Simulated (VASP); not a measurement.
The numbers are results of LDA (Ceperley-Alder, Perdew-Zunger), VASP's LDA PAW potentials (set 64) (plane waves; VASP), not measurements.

VASP ran on this input.

**INCAR**
```
ALGO=Normal
CSHIFT=0.1
EDIFF=1E-7
ENCUT=400
ISMEAR=0
LASPH=.TRUE.
LCHARG=.FALSE.
LOPTICS=.TRUE.
LREAL=.FALSE.
LWAVE=.FALSE.
NBANDS=24
NEDOS=1001
NELM=100
PREC=Accurate
SIGMA=0.01
SYSTEM=Si
```

### POSCAR
```
Si
1
    0.0000000000     2.7014819981     2.7014819981
    2.7014819981     0.0000000000     2.7014819981
    2.7014819981     2.7014819981     0.0000000000
Si
2
Direct
  0.2500000000   0.2500000000   0.2500000000
  0.0000000000   0.0000000000   0.0000000000
```

KPOINTS:
```
K-points
0
gamma
 19 19 19
```

POTCAR, in this order: Si (LDA.64 set). Program: vasp_std.

**Question.** What will the output report for the number of irreducible k-points (NKPTS), largest plane-wave count, number of space-group operations, FFT grid (NGX, NGY, NGZ)?

**Answer.** 
| Quantity | Result |
|---|---|
| number of irreducible k-points (NKPTS) | 220 |
| largest plane-wave count | 730 |
| number of space-group operations | 48 |
| FFT grid (NGX, NGY, NGZ) | 28 × 28 × 28 |

The structure comes from a computed database's Si entry (Fd-3m); how it stands against other phases isn't given here. It was relaxed first.
